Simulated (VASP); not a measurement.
Given:

```
CELL_PARAMETERS angstrom
      0.00000     3.30410     3.30410
      3.30410     0.00000     3.30410
      3.30410     3.30410     0.00000
ATOMIC_POSITIONS crystal
  Cd 0.00000 0.00000 0.00000
  Te 0.25000 0.25000 0.25000
```

Method: PBE GGA, VASP's PBE PAW potentials (set 64) (plane waves; VASP 6.6.1). Settings: 480 eV cut-off, 6×6×6 Γ-centred mesh, Gaussian smearing of 0.050 eV, potentials Cd Te.

Each relaxation starts from this cell; other phases were not tried.

Problem. The cell is relaxed at 2 GPa. What happens?

Solution. The volume per atom goes from 36.07 to 34.56 Å³ (-4.2 %), and the cell becomes a = 6.5145 Å, b = 6.5145 Å, c = 6.5145 Å, α = 90.00°, β = 90.00°, γ = 90.00°, space group F-43m. The gap on the mesh goes from 0.59 to 0.72 eV.

Problem. The cell is relaxed at 30 GPa. What happens?

Solution. The volume per atom goes from 36.07 to 25.33 Å³ (-29.8 %), and the cell becomes a = 5.8734 Å, b = 5.8734 Å, c = 5.8734 Å, α = 90.00°, β = 90.00°, γ = 90.00°, space group F-43m. The gap on the mesh goes from 0.59 to 1.70 eV.

Failed runs are left out, and for metals the shear rows, which the mesh's noise covers.

The compound is CdTe in the zinc blende structure.
